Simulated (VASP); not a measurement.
Given:

```
CELL_PARAMETERS angstrom
     -1.59075     1.59075     2.91565
      1.59075    -1.59075     2.91565
      1.59075     1.59075    -2.91565
ATOMIC_POSITIONS crystal
  Sn 0.00000 0.00000 0.00000
```

Computed with PBEsol GGA, VASP's PBE PAW potentials (set 64) (plane waves; VASP). Run with 300 eV cut-off, 12×12×12 Γ-centred mesh, Gaussian smearing of 0.20 eV, potentials Sn_d.

At this cut-off the stress carries a Pulay error, which pulls relaxed volumes low.

Give the stress tensor in GPa (positive for a compressed cell).

```
-3.47   0.00   0.00
 0.00  -3.47   0.00
 0.00   0.00  -7.01
```
The pressure is its mean diagonal, -4.65 GPa.

The structure comes from a measured Sn entry (I4/mmm) of the Crystallography Open Database, whose conditions weren't checked. The cell was not relaxed at this level.
